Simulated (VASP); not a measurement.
Data:

```xyz
2
Lattice="0.0000 2.3460 2.3460 2.3460 0.0000 2.3460 2.3460 2.3460 0.0000" Properties=species:S:1:pos:R:3 pbc="T T T"
Na     0.0000     0.0000     0.0000
F      2.3460     2.3460     2.3460
```

Level of theory: PBE GGA, VASP's PBE PAW potentials (set 64) (plane waves; VASP). Settings: 520 eV cut-off, 11×11×11 Γ-centred mesh, tetrahedra with Blöchl corrections, potentials Na_pv F.

What does the run give for the energy per atom (σ→0), band gap (on the k-mesh) with the smallest direct gap where there is one?

```
Item                                         Result
-----------------------------------  --------------
band gap (on the k-mesh)                    6.10 eV
smallest direct gap (on the k-mesh)         6.10 eV
energy per atom (σ→0)                -4.285 eV/atom
```

Total energies compare only between runs with the same potentials, cut-off and functional.

The compound is NaF in the rock salt structure. It was relaxed first.
